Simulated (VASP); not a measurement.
# Mg6Re2H13 (a cell with a defect) in VASP: notebook

The runs below take Mg6Re2H13 (a cell with a defect) through single point, molecular dynamics, with PBEsol.

Program: VASP 6.6.1. These are calculated values, not measurements. Logs are shortened: lines on timing, memory, paths and dates and some standing lists are left out, and cuts for length are marked.

**1. The crystal as given**

The cell holds a defect, 21 atoms: a = 4.824 Å, b = 4.824 Å, c = 10.547 Å, α = 90.00°, β = 90.00°, γ = 120.00°.

**2. Single point, PBEsol**

File INCAR:

```
  PREC = Accurate
  ENCUT = 520
  EDIFF = 1E-7
  ISMEAR = -1
  SIGMA = 0.05
  LREAL = Auto
  LASPH = True
  NELM = 100
  ALGO = Fast
  ISIF = 2
  LWAVE = False
  LCHARG = False
  GGA = PS
  NELECT = 40.0
  NBANDS = 36
```

File KPOINTS:

```
Automatic mesh
0
Gamma
  2 2 1
```

File POSCAR:

```
Mg6Re2H13
1.0
    4.8243580000      0.0000000000      0.0000000000
   -2.4121790000      4.1780160000      0.0000000000
    0.0000000000      0.0000000000     10.5465420000
Mg Re H
6 2 13
Direct
    0.6849121698      0.3662503925      0.8907090115
    0.3530799532      0.6783841900      0.0456832201
    0.3251820022      0.6863066106      0.3810538089
    0.7644276743      0.3014588743      0.5764353852
    0.1290656453      0.0329821619      0.7361654654
    0.0035141202      0.0061991146      0.2419940109
   -0.0304518607     -0.0189084963     -0.0056890685
   -0.0070924698     -0.0330060967      0.4968737620
    0.8468656423      0.6540903625      0.3808452097
    0.4068392270      0.2561742224      0.4597146629
    0.9145714876      0.2138814212      0.4031273947
    0.1993783734      0.2604585526      0.5999596835
    0.6289579846      0.7213471657      0.5724435554
    0.0687223496      0.7297722172      0.5977883557
    0.1249552428      0.3285530740      0.9082503061
    0.6332748620      0.8286468984      0.8962653351
    0.8702828530      0.6044974457      0.0405346131
    0.3250299376      0.2322633518      0.0654527332
    0.8147920501      0.1370746306      0.0908259788
    0.9464441276      0.3989692715      0.7519147034
    0.3365685554      0.8533476176      0.2007482642
```

Potentials or basis: VASP PAW PBE potentials, release 64 (Mg, Re, H).

Command:

```console
cat potpaw_PBE.64/Mg/POTCAR potpaw_PBE.64/Re/POTCAR potpaw_PBE.64/H/POTCAR > POTCAR
mpirun -np 1 vasp_std > vasp.out
```

OUTCAR:

```text
PREC = Accurate
   ENCUT = 520
   EDIFF = 1E-7
   ISMEAR = -1
   LREAL = Auto
   LASPH = True
   NELM = 100
   ISIF = 2
   GGA = PS
   NELECT = 40.0

 ion  position               nearest neighbor table
   1  0.685  0.366  0.891-  20 1.89  17 1.89  15 2.23   7 2.79   5 2.85   7 3.01   2 3.15   7 3.19
                             2 3.24   5 3.27   2 3.31   4 3.37   5 3.64
   2  0.353  0.678  0.046-  21 1.86  16 1.96  15 2.07  18 2.10  17 2.17  19 2.27   7 2.63   7 2.92
                             7 2.97   1 3.15   1 3.24   1 3.31   6 3.42   6 3.49   6 3.51   3 3.54
   3  0.325  0.686  0.381-  21 2.06  11 2.16   9 2.23   8 2.84   6 3.06   8 3.06   4 3.16   6 3.19
                             6 3.20   8 3.25   4 3.35   2 3.54
   4  0.764  0.301  0.576-  14 1.86  20 2.00  10 2.04  11 2.09  12 2.22   8 2.51   8 2.95   5 3.14
                             5 3.15   3 3.16   8 3.34   3 3.35   1 3.37   5 3.49
   5  0.129  0.033  0.736-  12 1.74  14 1.98   8 2.59   7 2.81   1 2.85   4 3.14   4 3.15   1 3.27
                             4 3.49   1 3.64
   6  0.004  0.006  0.242-   9 2.08  19 2.08  21 2.12  11 2.12   7 2.62   8 2.69   3 3.06   3 3.19
                             3 3.20   2 3.42   2 3.49   2 3.51
   7  0.970  0.981  0.994-  19 1.65  18 1.70  17 1.70  15 1.71  16 1.75   6 2.62   2 2.63   1 2.79
                             5 2.81   2 2.92   2 2.97   1 3.01   1 3.19
   8  0.993  0.967  0.497-  12 1.66  11 1.73  14 1.73  13 1.74   9 1.79  10 1.82   4 2.51   5 2.59
                             6 2.69   3 2.84   4 2.95   3 3.06   3 3.25   4 3.34
   9  0.847  0.654  0.381-   8 1.79   6 2.08   3 2.23
  10  0.407  0.256  0.460-   8 1.82   4 2.04
  11  0.915  0.214  0.403-   8 1.73   4 2.09   6 2.12   3 2.16
  12  0.199  0.260  0.600-   8 1.66   5 1.74   4 2.22
  13  0.629  0.721  0.572-   8 1.74
  14  0.069  0.730  0.598-   8 1.73   4 1.86   5 1.98
  15  0.125  0.329  0.908-   7 1.71   2 2.07   1 2.23
  16  0.633  0.829  0.896-   7 1.75   2 1.96
  17  0.870  0.604  0.041-   7 1.70   1 1.89   2 2.17
  18  0.325  0.232  0.065-   7 1.70   2 2.10
  19  0.815  0.137  0.091-   7 1.65   6 2.08   2 2.27
  20  0.946  0.399  0.752-   1 1.89   4 2.00
  21  0.337  0.853  0.201-   2 1.86   3 2.06   6 2.12

  LATTYP: Found a hexagonal cell.
 ALAT       =     4.8243580000
 C/A-ratio  =     2.1861026897

  Lattice vectors:

 A1 = (   4.8243580000,   0.0000000000,   0.0000000000)
 A2 = (  -2.4121790000,   4.1780160000,   0.0000000000)
 A3 = (   0.0000000000,   0.0000000000,  10.5465420000)

Analysis of symmetry for initial positions (statically):
=====================================================================
 Subroutine PRICEL returns:
 Original cell was already a primitive cell.

 Routine SETGRP: Setting up the symmetry group for a
 hexagonal supercell.

 Subroutine GETGRP returns: Found  1 space group operations
 (whereof  1 operations were pure point group operations)
 out of a pool of 24 trial point group operations.

The static configuration has the point symmetry C_1 .

Analysis of symmetry for dynamics (positions and initial velocities):
=====================================================================
 Subroutine PRICEL returns:
 Original cell was already a primitive cell.

 Routine SETGRP: Setting up the symmetry group for a
 hexagonal supercell.

 Subroutine GETGRP returns: Found  1 space group operations
 (whereof  1 operations were pure point group operations)
 out of a pool of 24 trial point group operations.

The dynamic configuration has the point symmetry C_1 .

 Subroutine INISYM returns: Found  1 space group operations
 (whereof  1 operations are pure point group operations),
 and found     1 'primitive' translations

----------------------------------------------------------------------------------------

                                     Primitive cell

  volume of cell :     212.5787

  direct lattice vectors                    reciprocal lattice vectors
     4.824358000  0.000000000  0.000000000     0.207281466  0.119674027  0.000000000
    -2.412179000  4.178016000  0.000000000     0.000000000  0.239348054  0.000000000
     0.000000000  0.000000000 10.546542000     0.000000000  0.000000000  0.094817809

  length of vectors
     4.824358000  4.824357493 10.546542000     0.239348029  0.239348054  0.094817809

  position of ions in fractional coordinates (direct lattice)
     0.684912170  0.366250392  0.890709012
     0.353079953  0.678384190  0.045683220
     0.325182002  0.686306611  0.381053809
     0.764427674  0.301458874  0.576435385
     0.129065645  0.032982162  0.736165465
     0.003514120  0.006199115  0.241994011
[... 13 lines left out ...]
     0.946444128  0.398969272  0.751914703
     0.336568555  0.853347618  0.200748264

  ion indices of the primitive-cell ions
   primitive index   ion index
                 1           1
                 2           2
                 3           3
                 4           4
                 5           5
                 6           6
[... 13 lines left out ...]
                20          20
                21          21

----------------------------------------------------------------------------------------

 KPOINTS: Automatic mesh

Automatic generation of k-mesh.
 Grid dimensions read from file:
 generate k-points for:    2    2    1

 Generating k-lattice:

  Cartesian coordinates                     Fractional coordinates (reciprocal lattice)
     0.103640733  0.059837014  0.000000000     0.500000000  0.000000000  0.000000000
     0.000000000  0.119674027  0.000000000     0.000000000  0.500000000  0.000000000
     0.000000000  0.000000000  0.094817809     0.000000000  0.000000000  1.000000000

  Length of vectors
     0.119674015  0.119674027  0.094817809

  Shift w.r.t. Gamma in fractional coordinates (k-lattice)
     0.000000000  0.000000000  0.000000000

 Subroutine IBZKPT returns following result:
 ===========================================

 Found      4 irreducible k-points:

 Following reciprocal coordinates:
            Coordinates               Weight
  0.000000  0.000000  0.000000      1.000000
  0.500000 -0.000000  0.000000      1.000000
  0.000000  0.500000  0.000000      1.000000
  0.500000  0.500000  0.000000      1.000000
   k-points           NKPTS =      4   k-points in BZ     NKDIM =      4   number of bands    NBANDS=     36
   number of dos      NEDOS =    301   number of ions     NIONS =     21
   total plane-waves  NPLWV = 103680
   dimension x,y,z NGX =    36 NGY =   36 NGZ =   80
   dimension x,y,z NGXF=    72 NGYF=   72 NGZF=  160
   ions per type =               6   2  13
   NGX,Y,Z   is equivalent  to a cutoff of  12.41, 12.41, 12.61 a.u.
   NGXF,Y,Z  is equivalent  to a cutoff of  24.81, 24.81, 25.22 a.u.
 SYSTEM =  unknown system
   PREC   = accura    normal or accurate (medium, high low for compatibility)
   ISTART =      0    job   : 0-new  1-cont  2-samecut
   ICHARG =      2    charge: 1-file 2-atom 10-const
   ISPIN  =      1    spin polarized calculation?
   LNONCOLLINEAR =      F non collinear calculations
   LSORBIT =      F    spin-orbit coupling
   LASPH  =      T    aspherical Exc in radial PAW
   ENCUT  =  520.0 eV  38.22 Ry    6.18 a.u.   8.97  8.97 19.61*2*pi/ulx,y,z
   NELM   =    100;   NELMIN=  2; NELMDL= -5     # of ELM steps
   EDIFF  = 0.1E-06   stopping-criterion for ELM
   LREAL  =      T    real-space projection
   EDIFFG = 0.1E-05   stopping-criterion for IOM
   NSW    =      0    number of steps for IOM
   IBRION =     -1    ionic relax: 0-MD 1-quasi-New 2-CG
   NFREE  =      0    steps in history (QN), initial steepest desc. (CG)
   ISIF   =      2    stress and relaxation
   ISYM   =      2    0-nonsym 1-usesym 2-fastsym
   POTIM  = 0.5000    time-step for ionic-motion
   TEBEG  =    0.0;   TEEND  =   0.0 temperature during run
   PSTRESS=    0.0 pullay stress
   NELECT =      40.0000    total number of electrons
   NUPDOWN=      -1.0000    fix difference up-down
   EMIN   =  10.00;   EMAX   =-10.00  energy-range for DOS
   EFERMI =   0.00;   METHOD = LEGACY
   ISMEAR =    -1;   SIGMA  =   0.05  broadening in eV -4-tet -1-fermi 0-gaus
   EFERMI_NEDOS =   21; number of points for ismear=-14 and -15
   IALGO  =     68    algorithm
   IMIX   =      4    mixing-type and parameters
     AMIX     =   0.40;   BMIX     =  1.00
     AMIX_MAG =   1.60;   BMIX_MAG =  1.00
  volume/ion in A,a.u.               =      10.12        68.31
  Fermi-wavevector in a.u.,A,eV,Ry     =   0.938113  1.772776 11.973876  0.880055
  Thomas-Fermi vector in A             =   2.065291
   LORBIT       =      0    0 simple, 1 ext, 2 COOP (PROOUT), +10 PAW based schemes
   GGA     = PS    functional components
   LHFCALC =     F    Hartree Fock is set to
   AEXX    =    0.0000 exact exchange contribution
   IVDW    =     0    specifies the selected vdW correction
   LEPSILON=     F    determine dielectric tensor
   LRPA    =     F    only Hartree local field effects (RPA)
 non-spin polarized calculation
 RMM-DIIS sequential band-by-band and
  energy-cutoff  :      520.00
  volume of cell :      212.58
 maximum number of plane-waves:      5728
 NGX is ok and might be reduce to    36
   NGX = 17   NGY = 17   NGZ = 39

 number of electron      40.0000002 magnetization

 Free energy of the ion-electron system (eV)
  ---------------------------------------------------
  ext. energy  EPLUGINS =         0.00000000
  ---------------------------------------------------
  free energy    TOTEN  =       -77.80602077 eV

  energy without entropy =      -77.80401546  energy(sigma->0) =      -77.80501812

 E-fermi :   2.8821     XC(G=0):  -9.4693

 val. band max:        2.6298793281   @ k =   0.0000   0.0000   0.0000
 cond. band min:       3.1359833195   @ k =   0.5000  -0.0000   0.0000
 fundamental gap:      0.5061039914
 Fermi energy:         2.8821358646

 k-point     1 :       0.0000    0.0000    0.0000
  band No.  band energies     occupation
      1      -7.3770      2.00000
      2      -6.2366      2.00000
      3      -4.7387      2.00000
      4      -3.7066      2.00000
      5      -2.8908      2.00000
      6      -2.6070      2.00000
[... 129 lines left out ...]
     31       7.8667      0.00000
     32       8.4375      0.00000
 [bands above 32 left out]

------------------------ aborting loop because EDIFF is reached ----------------------------------------

  FORCE on cell =-STRESS in cart. coord.  units (eV):
  Direction    XX          YY          ZZ          XY          YZ          ZX
  --------------------------------------------------------------------------------------
  -------------------------------------------------------------------------------------
  Total       12.2261133      9.6940452     12.2287406     -2.1896116      1.0336048     -1.4403202
  in kB       92.1465934     73.0627327     92.1663949    -16.5028123      7.7901423    -10.8555020
  external PRESSURE =      85.7919070 kB  Pullay stress =       0.0000000 kB

 VOLUME and BASIS-vectors are now :
 -----------------------------------------------------------------------------
  energy-cutoff  :      520.00
  volume of cell :      212.58
      direct lattice vectors                 reciprocal lattice vectors
     4.824358000  0.000000000  0.000000000     0.207281466  0.119674027  0.000000000
    -2.412179000  4.178016000  0.000000000     0.000000000  0.239348054  0.000000000
     0.000000000  0.000000000 10.546542000     0.000000000  0.000000000  0.094817809

 POSITION                                       TOTAL-FORCE (eV/Angst)
 -----------------------------------------------------------------------------------
      2.42080      1.53020      9.39390         0.370089     -0.540815      0.918609
      0.06700      2.83430      0.48180        -0.777556     -0.197026     -0.081038
     -0.08670      2.86740      4.01880         0.394031      0.404602      0.799263
      2.96070      1.25950      6.07940        -1.152891      0.243663      0.305076
      0.54310      0.13780      7.76400        -0.980737     -1.121867      2.175060
      0.00200      0.02590      2.55220         0.427392     -0.554413     -0.643220
[... 13 lines left out ...]
      3.60360      1.66690      7.93010        -0.678011     -0.077447     -0.665580
     -0.43470      3.56530      2.11720         0.083602     -0.650952      1.461733
 -----------------------------------------------------------------------------------
    total drift:                               -0.000015      0.005189     -0.004134

  FREE ENERGIE OF THE ION-ELECTRON SYSTEM (eV)
  ---------------------------------------------------
  free  energy   TOTEN  =       -77.8060207687 eV

  energy  without entropy=      -77.8040154630  energy(sigma->0) =      -77.80501812
```

Run time: 59 s. Hardware: 1 thread of Intel Xeon Platinum 8488C (Sapphire Rapids), shared host; peak memory 0.31 GiB.

What came out:

```yaml
Free_energy: -77.8060 eV
Largest_force: 3.166 eV/Å
Band_gap_on_the_k_mesh: 0.51 eV, indirect (least direct gap 0.86 eV)
```

Forces in eV/Å, atoms in the order of the input:
```
Mg   0.370 -0.541  0.919
Mg  -0.778 -0.197 -0.081
Mg   0.394  0.405  0.799
Mg  -1.153  0.244  0.305
Mg  -0.981 -1.122  2.175
Mg   0.427 -0.554 -0.643
Re   1.617  1.379 -2.027
Re   2.337 -0.492 -2.078
H   -0.086  0.115  0.100
H   -0.416 -1.080 -0.595
H   -0.442  0.273 -0.197
H   -0.574  1.192 -0.113
H   -0.296  0.392 -0.072
H    0.452  0.307 -0.321
H   -0.347  0.252 -0.217
H    0.130  0.005 -0.249
H    0.077 -0.115  0.662
H    0.695  0.050  0.427
H   -0.832  0.214  0.408
H   -0.678 -0.077 -0.666
H    0.084 -0.651  1.462
```

Caveat: the k mesh is coarse (spacing up to 0.75 Å⁻¹), so the values aren't converged; the cell carries a net charge on a neutralising background, which shifts energy and pressure; the cell is charged against a uniform background, so pressure and absolute levels hang on convention; the PAW data sets were made with another functional, which shifts forces and pressure a little; spin-orbit coupling is left out, which moves the levels of the heavy elements. Expect the measured gap to be larger: semilocal functionals such as PBEsol lack the derivative discontinuity.

**3. Single point, PBEsol**

File INCAR:

```
PREC     = Accurate       # precision mode
ENCUT    = 520            # plane-wave cutoff, eV
EDIFF    = 1E-7           # SCF threshold, eV
ISMEAR   = -1             # smearing method
SIGMA    = 0.05           # smearing width, eV
LREAL    = Auto         
LASPH    = T              # aspherical terms in the spheres
NELM     = 100            # most SCF steps
ALGO     = Fast           # electronic algorithm
ISIF     = 2              # what is computed and relaxed
LWAVE    = F              # write WAVECAR
LCHARG   = F              # write CHGCAR
GGA      = PS             # functional
NBANDS   = 36             # bands
NELECT   = 40.0
```

KPOINTS is that of step 2.

File POSCAR:

```
Mg6Re2H13
1.0
    4.8243580000      0.0000000000      0.0000000000
   -2.4121790000      4.1780160000      0.0000000000
    0.0000000000      0.0000000000     10.5465420000
Mg Re H
6 2 13
Direct
    0.6373567116      0.3115593621      0.9286930256
    0.3297348667      0.7160575737      0.0084577485
    0.3145566708      0.6093801460      0.4186585518
    0.5953832566      0.2303485674      0.5673139120
    0.0239865390     -0.1117994761      0.7525594645
    0.0607976885      0.0442793900      0.2207358583
   -0.0198734569      0.0130684038     -0.0262455694
    0.0126733491     -0.0116323154      0.4814184592
    0.8922373934      0.6611750649      0.3895020757
    0.3713043963      0.1538050596      0.4030230952
    0.9088298014      0.1902098987      0.3725296879
    0.0753837584      0.2959059994      0.6009647522
    0.6584006346      0.7103371552      0.5464824395
    0.1510427349      0.8077278785      0.5888754817
    0.1072475318      0.3406880203      0.8779180892
    0.6623733718      0.8140466671      0.8764199678
    0.9273540425      0.6999015801      0.0806615097
    0.2607367160      0.1415265044      0.0743561254
    0.7226030357      0.1031829462      0.0748017691
    0.5465762319      0.2168493371      0.7672088159
    0.3410961603      0.5606010125      0.2234760929
```

Potentials or basis: VASP PAW PBE potentials, release 64 (Mg, Re, H).

Command:

```console
cat potpaw_PBE.64/Mg/POTCAR potpaw_PBE.64/Re/POTCAR potpaw_PBE.64/H/POTCAR > POTCAR
mpirun -np 1 vasp_std > vasp.out
```

It took 72 s on 1 thread of Intel Xeon Platinum 8488C (Sapphire Rapids), shared host; peak memory 0.31 GiB.

It converged, with:

- Free energy: -79.0615 eV
- Largest force: 3.079 eV/Å
- Band gap on the k mesh: 0.82 eV, indirect (least direct gap 1.58 eV)

Forces on the atoms (eV/Å):
```
Mg  -0.244  1.232 -0.032
Mg   0.017 -1.568  0.427
Mg   0.067  0.538 -0.594
Mg   1.123  0.758  0.609
Mg   0.248  0.549 -1.041
Mg  -0.808  0.100  1.020
Re  -1.583 -1.646  1.978
Re  -0.522 -0.692  0.997
H    0.149 -0.386 -0.636
H    0.153  0.290 -0.374
H   -0.435 -0.183  0.112
H    0.215 -0.656 -0.579
H   -0.595 -0.008  0.568
H    0.282 -0.121 -0.240
H   -0.065  0.151 -0.357
H   -0.580 -0.532 -0.675
H   -0.479 -0.254 -0.334
H    2.299  1.878  0.816
H    0.954 -0.019 -0.076
H    0.094  0.302 -2.007
H   -0.290  0.267  0.417
```

Levels at points of the mesh, in eV from the valence-band top:
```tsv
k point	band 16	band 17	band 18	band 19	band 20	band 21	band 22	band 23	band 24	band 25
(0.00, 0.00, 0.00)	-2.25	-1.92	-1.71	-1.66	0.00	1.58	2.06	2.53	2.66	3.07
(0.50, 0.00, 0.00)	-2.09	-1.87	-1.68	-1.00	-0.83	1.09	1.35	2.30	2.57	2.73
(0.00, 0.50, 0.00)	-2.07	-1.73	-1.33	-0.98	-0.73	0.85	1.43	2.43	2.55	2.85
(0.50, 0.50, 0.00)	-1.94	-1.80	-1.40	-1.29	-0.90	0.82	1.01	2.03	2.54	2.96
```

Caveat: the k mesh is coarse (spacing up to 0.75 Å⁻¹), so the values aren't converged; the cell carries a net charge on a neutralising background, which shifts energy and pressure; the cell is charged against a uniform background, so pressure and absolute levels hang on convention; the PAW data sets were made with another functional, which shifts forces and pressure a little; spin-orbit coupling is left out, which moves the levels of the heavy elements.

[end of part 1 of 2]
